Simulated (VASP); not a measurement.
Data:

```
MgTe
1.0
    0.00000     3.20872     3.20872
    3.20872     0.00000     3.20872
    3.20872     3.20872     0.00000
Mg Te
1 1
Cartesian
  0.00000   0.00000   0.00000
  1.60436   1.60436   1.60436
```

The numbers are results of LDA (Ceperley-Alder, Perdew-Zunger), VASP's LDA PAW potentials (set 64) (plane waves; VASP 6.6.1), not measurements. Settings: 300 eV cut-off, 6×6×6 Γ-centred mesh, Fermi-Dirac smearing of 0.050 eV, potentials Mg Te.

Unless said otherwise, spin-orbit coupling is left out, though it shifts the bands of the heavy elements here.

Question: What does the run give for the energy per atom (σ→0), band gap (on the k-mesh) with the smallest direct gap where there is one?

Answer: 
- band gap (on the k-mesh): 2.30 eV
- smallest direct gap (on the k-mesh): 2.30 eV
- energy per atom (σ→0): -3.650 eV/atom

Only differences to runs with the same potentials and settings are physical.

The structure is a typed MgTe crystal (F-43m). The cell was not relaxed at this level.
